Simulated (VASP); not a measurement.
Given:

```
CELL_PARAMETERS angstrom
      0.00000     2.90707     2.90707
      2.90707     0.00000     2.90707
      2.90707     2.90707     0.00000
ATOMIC_POSITIONS crystal
  Pb 0.00000 0.00000 0.00000
  F  0.25000 0.25000 0.25000
  F  0.75000 0.75000 0.75000
```

All values below come from LDA (Ceperley-Alder, Perdew-Zunger), VASP's LDA PAW potentials (set 64) (plane waves; VASP). Numerical set-up: 520 eV cut-off, 7×7×7 Γ-centred mesh, Gaussian smearing of 0.010 eV, potentials Pb_d F.

Problem. Give the electronic dielectric tensor ε∞ (DFPT, local fields included).

Solution. 
```
3.46  0.00  0.00
0.00  3.46  0.00
0.00  0.00  3.46
```

Problem. Give the Born effective charges.

Solution. 
```
atom   Z*xx   Z*yy   Z*zz   mean
----  -----  -----  -----  -----
Pb1    3.25   3.25   3.25   3.25
F2    -1.62  -1.62  -1.62  -1.62
F3    -1.62  -1.62  -1.62  -1.62
```

Problem. And the static tensor with the ions free?

Solution. 
```
23.4  0.00  0.00
0.00  23.4  0.00
0.00  0.00  23.4
```

Problem. Which frequencies do the optical Γ-point modes have (no LO-TO splitting)?

Solution. 128 (×3), 260 (×3) cm⁻¹.

The compound is PbF2 in the fluorite structure, the β form. It was relaxed first, which changed the volume by -6 %.
